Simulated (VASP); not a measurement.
Runs of VASP 6.6.1 on CFH3. The cell holds a molecule in a box, 5 atoms: a = 12.000 Å, b = 11.000 Å, c = 11.000 Å, α = 90.00°, β = 90.00°, γ = 90.00°. 

```tsv
task	level	potentials or basis	cell	cutoff (eV)	gap on the mesh (eV)	largest force (eV/Å)
relaxation of the atoms	r2SCAN	VASP PAW PBE potentials, release 64 (C_h, F_h, H_h)	atoms relaxed	900	8.35	-
single point	PBE	VASP PAW PBE potentials, release 64 (C, F, H)	as given	520	(a)	1.03
relaxation of the atoms	PBE	VASP PAW PBE potentials, release 64 (C, F, H)	atoms relaxed from: atoms moved at random, drawn with an rms of 0.02 Å	520	7.48	0.01
electron localisation function	PBE	VASP PAW PBE potentials, release 64 (C, F, H)	as given	520	7.46	1.03
atomic charges	PBE+TS	VASP PAW PBE potentials, release 64 (C, F, H)	as given	520	7.46	1.03
single point	PBE	VASP PAW PBE potentials, release 64 (C, F, H)	atoms moved at random, drawn with an rms of 0.05 Å	520	6.92	7.64
```

Alike in all rows: no spin polarisation; k mesh 1 × 1 × 1; smearing gaussian 0.01 eV.

Question: Estimate the missing entries.

Answer: (a) 7.47.

Caveats: the PAW data sets were made with another functional, which shifts forces and pressure a little (some runs); the standard files for N, O and F lose accuracy on very short bonds (some runs).

